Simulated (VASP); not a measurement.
Si2Ni:

```xyz
3
Lattice="0.0000 2.6932 2.6932 2.6932 0.0000 2.6932 2.6932 2.6932 0.0000" Properties=species:S:1:pos:R:3 pbc="T T T"
Si    1.3466    1.3466    1.3466
Si    4.0397    4.0397    4.0397
Ni    0.0000    0.0000    0.0000
```

The cell comes from a database or a generator and needn't be the stable form of this composition.

| Item | Value |
| --- | --- |
| Program | VASP 6.6.1 |
| Task | relaxation of cell and atoms |
| Functional | RPBE |
| Potentials or basis | VASP PAW PBE potentials, release 64 (Si, Ni) |
| Cutoff | 600 eV |
| k mesh | 14 × 14 × 14 |
| Occupations | gaussian, width 0.1 eV |
| Spin | collinear spin, ferromagnetic start |
| Starting moments | [0.0, 0.0, 1.0] μB |

At the start: pressure 7.7 GPa; volume 13.02 Å³/atom.

Q: Where does the relaxation end?

A: Over 5 steps the energy falls by 15.2 meV/atom and the volume is 13.68 Å³/atom (+5.1 %); space group Fm-3m (No. 225, to 0.05 Å); moment 0.00 μB per cell.

The path:
| step | energy change (eV) | largest force (eV/Å) | pressure (GPa) | volume (Å³) |
| --- | --- | --- | --- | --- |
| 1 | 0.0000 | 0.0000 | 7.69 | 39.07 |
| 2 | -0.0188 | 0.0000 | -4.97 | 42.71 |
| 3 | -0.0455 | 0.0000 | 0.08 | 41.06 |
| 4 | -0.0455 | 0.0000 | -0.12 | 41.10 |
| 5 | -0.0455 | 0.0000 | 0.05 | 41.04 |

Final structure:
```xyz
3
Lattice="0.0000 2.7379 2.7379 2.7379 0.0000 2.7379 2.7379 2.7379 0.0000" Properties=species:S:1:pos:R:3 pbc="T T T"
Si    1.3689    1.3689    1.3689
Si    4.1068    4.1068    4.1068
Ni    2.7379    0.0000    2.7379
```

Caveat: the PAW data sets were made with another functional, which shifts forces and pressure a little.
